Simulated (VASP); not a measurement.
VASP ran on this input.

### INCAR
```
SYSTEM = AsP
PREC = Accurate
ENCUT = 400
EDIFF = 1E-6
NELM = 100
ALGO = Normal
LREAL = .FALSE.
LASPH = .TRUE.
ISMEAR = 0
SIGMA = 0.05
GGA = PE
LMAXMIX = 4
LWAVE = .FALSE.
LCHARG = .FALSE.
ISIF = 2
```

POSCAR:
```
AsP
1
    0.0000000000     2.7771384860     2.7771672871
    2.7770984245     0.0000000000     2.7771063253
    2.7771302932     2.7771159690     0.0000000000
P As
1 1
Direct
  0.2500000000   0.2500000000   0.2500000000
  0.0000000000   0.0000000000   0.0000000000
```

KPOINTS:
```
Automatic mesh
0
Gamma
6 6 6
0 0 0
```

POTCAR, in this order: P As (PBE.64 set). Program: vasp_std.

What VASP printed:

**standard output**
```
 POSCAR found type information on POSCAR P As
 POSCAR found :  2 types and       2 ions
 Reading from existing POTCAR
 Reading from existing POTCAR

 -----------------------------------------------------------------------------
|                                                                             |
|           W    W    AA    RRRRR   N    N  II  N    N   GGGG   !!!           |
|           W    W   A  A   R    R  NN   N  II  NN   N  G    G  !!!           |
|           W    W  A    A  R    R  N N  N  II  N N  N  G       !!!           |
|           W WW W  AAAAAA  RRRRR   N  N N  II  N  N N  G  GGG   !            |
|           WW  WW  A    A  R   R   N   NN  II  N   NN  G    G                |
|           W    W  A    A  R    R  N    N  II  N    N   GGGG   !!!           |
|                                                                             |
|     Inconsistent Bravais lattice types found for crystalline and            |
|     reciprocal lattice:                                                     |
|                                                                             |
|        Crystalline: face-centered cubic                                     |
|        Reciprocal : body-centered tetragonal                                |
|                    (instead of body-centered cubic)                         |
|                                                                             |
|     In most cases this is due to inaccuracies in the specification of       |
|     the crytalline lattice vectors.                                         |
|                                                                             |
|     Suggested SOLUTIONS:                                                    |
|      ) Refine the lattice parameters of your structure,                     |
|      ) and/or try changing SYMPREC.                                         |
|                                                                             |
 -----------------------------------------------------------------------------

 LDA part: xc-table for (Slater+PW92), standard interpolation

 -----------------------------------------------------------------------------
|                                                                             |
|     EEEEEEE  RRRRRR   RRRRRR   OOOOOOO  RRRRRR      ###     ###     ###     |
|     E        R     R  R     R  O     O  R     R     ###     ###     ###     |
|     E        R     R  R     R  O     O  R     R     ###     ###     ###     |
|     EEEEE    RRRRRR   RRRRRR   O     O  RRRRRR       #       #       #      |
|     E        R   R    R   R    O     O  R   R                               |
|     E        R    R   R    R   O     O  R    R      ###     ###     ###     |
|     EEEEEEE  R     R  R     R  OOOOOOO  R     R     ###     ###     ###     |
|                                                                             |
|     IBZKPT: not all point group operations associated with the symmetry     |
|     operators of the crystalline lattice are members of the point group     |
|     of the reciprocal lattice.                                              |
|                                                                             |
|       ---->  I REFUSE TO CONTINUE WITH THIS SICK JOB ... BYE!!! <----       |
|                                                                             |
 -----------------------------------------------------------------------------
```

Question: Read input and log: which fault does this run have?
A. LDAUL, LDAUU and LDAUJ hold more entries than there are species
B. the lattice vectors carry noise near SYMPREC
C. the lattice vectors form a left-handed set
D. a hybrid functional was run with ALGO = VeryFast

Answer: B, the lattice vectors carry noise near SYMPREC. VASP stops with an error: IBZKPT: not all point group operations associated with the symmetry operators of the crystalline lattice are members of the point group of the reciprocal lattice. ----> I REFUSE TO CONTINUE WITH THIS SICK JOB ... BYE!!! <----

To mend it, correct POSCAR.
POSCAR:
```
AsP
1
    0.0000000000     2.7771410000     2.7771410000
    2.7771410000     0.0000000000     2.7771410000
    2.7771410000     2.7771410000     0.0000000000
P As
1 1
Direct
  0.2500000000   0.2500000000   0.2500000000
  0.0000000000   0.0000000000   0.0000000000
```
The mended run (PBE GGA, plane waves, VASP's PBE PAW potentials (set 64)) converges, and its OSZICAR ends with
```
   1 F= -.88183831E+01 E0= -.88157469E+01  d E =-.527241E-02
```

The structure was generated: AsP was put into the zincblende type (F-43m), which need not be its known phase. The cell was not relaxed at this level.
